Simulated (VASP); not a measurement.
InSe: equilibrium volume by level of theory

```cif
data_structure
_symmetry_space_group_name_H-M 'P6_3/mmc'
_symmetry_Int_Tables_number 194
_cell_length_a 4.0500
_cell_length_b 4.0500
_cell_length_c 16.9300
_cell_angle_alpha 90.000
_cell_angle_beta 90.000
_cell_angle_gamma 120.000
_cell_volume 240.49
loop_
_atom_site_label
_atom_site_type_symbol
_atom_site_symmetry_multiplicity
_atom_site_Wyckoff_symbol
_atom_site_fract_x
_atom_site_fract_y
_atom_site_fract_z
_atom_site_occupancy
In1 In 4 f 0.33333 0.66667 0.15700 1
Se1 Se 4 f 0.33333 0.66667 0.60200 1
```

| rung | level | program and potentials | cutoff (eV) | k mesh | smearing | equilibrium volume (Å³/atom) | notes |
| --- | --- | --- | --- | --- | --- | --- | --- |
| GGA | PBE | VASP, PBE PAW files In_d, Se, 400 eV | 400 | 8 × 8 × 2 | gaussian 0.02 | 32.55 | - |
| GGA + dispersion | PBE+D3(BJ) | VASP, PBE PAW files In_d, Se, 400 eV | 400 | 8 × 8 × 2 | gaussian 0.02 | 29.47 | - |
| GGA | PBEsol | VASP, PBE PAW files In_d, Se, 400 eV | 400 | 8 × 8 × 2 | gaussian 0.02 | 29.48 | potentials made for PBE |
| non-local van der Waals functional | optB88-vdW | VASP, PBE PAW files In_d, Se, 400 eV | 400 | 8 × 8 × 2 | gaussian 0.02 | 30.53 | potentials made for PBE |

Task: relaxation of cell and atoms. All rows: no spin polarisation. Smearing widths are in eV. Meshes are those of the run's cell of 8 atoms unless a note names another. Relaxations start from the cell shown or near it and stop with a little pressure left. Runs on faulty files, with rough fits or with known faults for this quantity aren't shown. No row holds spin-orbit coupling.

By rung: GGA 29.48 to 32.55; GGA + dispersion 29.47; non-local van der Waals functional 30.53 (Å³/atom).

PBE gives the largest volume, and adding D3(BJ) shrinks it from 32.55 to 29.47 Å³/atom. In InSe, covalent In–Se and In–In bonds hold each layer together, while adjacent layers meet through selenium faces with weak, largely dispersive attraction. Semilocal PBE lacks the long-range part of that attraction, so most of the contraction probably comes from a narrower interlayer gap, with a smaller share from within the layers.

PBEsol reaches practically the same volume, 29.48 Å³/atom, without any explicit dispersion term. Its weaker gradient enhancement of exchange generally shortens covalent bonds and can also bind layers where their density tails overlap. The match with PBE+D3(BJ) therefore doesn't imply the same description of interlayer bonding. optB88-vdW also contracts the crystal relative to PBE, but less strongly, possibly because its exchange part is more repulsive at the layer contacts. Volumes alone don't reveal how each contraction divides between the in-plane lattice and the stacking direction.
